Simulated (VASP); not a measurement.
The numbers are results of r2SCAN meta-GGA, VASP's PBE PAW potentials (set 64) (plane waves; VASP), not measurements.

VASP ran on this input.

INCAR:
```
ALGO = Normal
EDIFF = 1E-7
EDIFFG = -0.01
ENCUT = 520
IBRION = 2
ISIF = 4
ISMEAR = 1
LASPH = T
LCHARG = F
LMIXTAU = T
LREAL = F
LWAVE = F
METAGGA = R2SCAN
NELM = 100
NSW = 30
PREC = Accurate
SIGMA = 0.1
SYSTEM = Be
```

File KPOINTS:
```
Automatic mesh
0
Gamma
18 18 10
0 0 0
```

### POSCAR
```
Be
1.0
  1.1442316268  -1.9818671424   0.0000000000
  1.1442316268   1.9818671424   0.0000000000
  0.0000000000   0.0000000000   3.5968563321
Be
2
Cartesian
  1.1442316268   0.6606237020   0.8992140830
  1.1442316268  -0.6606237020   2.6976422491
```

POTCAR, in this order: Be (PBE.64 set). Program: vasp_std.

Output

File OUTCAR:
```
 ion  position               nearest neighbor table
   1  0.333  0.667  0.250-   2 2.23   2 2.23   2 2.23   2 2.23   2 2.23   2 2.23
   2  0.667  0.333  0.750-   1 2.23   1 2.23   1 2.23   1 2.23   1 2.23   1 2.23
  LATTYP: Found a hexagonal cell.
 ALAT       =     2.2884631056
 C/A-ratio  =     1.5717344637
 Subroutine PRICEL returns:
 Original cell was already a primitive cell.
 Subroutine GETGRP returns: Found 24 space group operations
The static configuration has the point symmetry D_3d.
 The point group associated with its full space group is D_6h.
The dynamic configuration has the point symmetry D_3d.
 Subroutine INISYM returns: Found 24 space group operations
 Subroutine IBZKPT returns following result:
 Found    222 irreducible k-points:

 Following reciprocal coordinates:
            Coordinates               Weight
  0.000000  0.000000  0.000000      1.000000
  0.055556  0.000000  0.000000      6.000000
  0.111111  0.000000  0.000000      6.000000
  0.166667  0.000000  0.000000      6.000000
  0.222222  0.000000  0.000000      6.000000
  0.277778  0.000000  0.000000      6.000000
  0.333333  0.000000  0.000000      6.000000
...
```

File OSZICAR:
```
       N       E                     dE             d eps       ncg     rms          rms(c)
DAV:   1    -0.366731565309E+01   -0.36673E+01   -0.18414E+03  2682   0.564E+02
DAV:   2    -0.890590802106E+01   -0.52386E+01   -0.50303E+01  4092   0.648E+01
DAV:   3    -0.894914283556E+01   -0.43235E-01   -0.43225E-01  3528   0.518E+00
DAV:   4    -0.894920659856E+01   -0.63763E-04   -0.63762E-04  3894   0.149E-01
DAV:   5    -0.894920671497E+01   -0.11641E-06   -0.11635E-06  3468   0.268E-03    0.126E+00
DAV:   6    -0.867226577269E+01    0.27694E+00   -0.95853E-02  2868   0.294E+00    0.742E-01
DAV:   7    -0.865237079329E+01    0.19895E-01   -0.14259E-02  2898   0.128E+00    0.127E-01
DAV:   8    -0.867278564799E+01   -0.20415E-01   -0.78562E-03  3096   0.858E-01    0.126E-02
DAV:   9    -0.867148927000E+01    0.12964E-02   -0.23409E-04  3234   0.166E-01    0.119E-02
DAV:  10    -0.867113208403E+01    0.35719E-03   -0.29923E-05  3222   0.570E-02    0.642E-03
DAV:  11    -0.867110056441E+01    0.31520E-04   -0.82681E-06  3546   0.225E-02    0.191E-03
DAV:  12    -0.867110215953E+01   -0.15951E-05   -0.28291E-06  2976   0.198E-02    0.240E-04
DAV:  13    -0.867110341846E+01   -0.12589E-05   -0.11636E-08  2808   0.121E-03    0.826E-05
DAV:  14    -0.867110263429E+01    0.78418E-06   -0.10770E-08  1734   0.836E-04    0.333E-05
DAV:  15    -0.867110301667E+01   -0.38239E-06   -0.14465E-09  1566   0.312E-04    0.717E-06
DAV:  16    -0.867110298879E+01    0.27881E-07   -0.34865E-11  1536   0.623E-05
   1 F= -.86711030E+01 E0= -.86710746E+01  d E =-.867110E+01
       N       E                     dE             d eps       ncg     rms          rms(c)
DAV:   1    -0.867159553215E+01   -0.49252E-03   -0.51666E-03  3360   0.476E-01    0.265E-02
DAV:   2    -0.867159327910E+01    0.22530E-05   -0.22680E-05  3150   0.434E-02    0.163E-02
DAV:   3    -0.867158994036E+01    0.33387E-05   -0.32928E-06  3462   0.162E-02    0.380E-04
DAV:   4    -0.867158992459E+01    0.15771E-07   -0.67685E-07  3288   0.934E-03
   2 F= -.86715899E+01 E0= -.86715431E+01  d E =-.486936E-03
```

**OUTCAR**
```
------------------------ aborting loop because EDIFF is reached ----------------------------------------
  FORCE on cell =-STRESS in cart. coord.  units (eV):
  Direction    XX          YY          ZZ          XY          YZ          ZX
  --------------------------------------------------------------------------------------
  Total       -0.3679202     -0.3679201     -0.3594606     -0.0000000      0.0000000     -0.0000000
  in kB      -36.1345497    -36.1345436    -35.3037047     -0.0000000      0.0000000     -0.0000000
  external PRESSURE =     -35.8575993 kB  Pullay stress =       0.0000000 kB
  volume of cell :       16.31
      direct lattice vectors                 reciprocal lattice vectors
     1.142006000 -1.978012248 -0.000000000     0.437826071 -0.252779021  0.000000000
     1.142006000  1.978012248  0.000000000     0.437826071  0.252779021 -0.000000000
     0.000000000  0.000000000  3.610889631     0.000000000 -0.000000000  0.276940063
 POSITION                                       TOTAL-FORCE (eV/Angst)
 -----------------------------------------------------------------------------------
      1.14201      0.65934      0.90272         0.000000     -0.000000      0.000000
      1.14201     -0.65934      2.70817        -0.000000      0.000000      0.000000
 -----------------------------------------------------------------------------------
    total drift:                                0.000000     -0.000003      0.000004
  FREE ENERGIE OF THE ION-ELECTRON SYSTEM (eV)
  ---------------------------------------------------
  free  energy   TOTEN  =        -8.6715899246 eV

  energy  without entropy=       -8.6714493583  energy(sigma->0) =       -8.67154307

 reached required accuracy - stopping structural energy minimisation
```
(Selected blocks of OUTCAR.)

File CONTCAR:
```
Be
   1.00000000000000
     1.1420060003177241   -1.9780122482108824   -0.0000000000000000
     1.1420060003177241    1.9780122482108824    0.0000000000000000
     0.0000000000000000    0.0000000000000000    3.6108896306079976
  Be
     2
Direct
     0.3333330000000032    0.6666669999999968    0.2500000000000000
     0.6666669999999968    0.3333330000000032    0.7500000000000000
```

The compound is Be in the hcp structure. This cell is one point of a volume scan, at 1.03 of the reference volume. Symmetry was kept, so distortions that lower it aren't found.
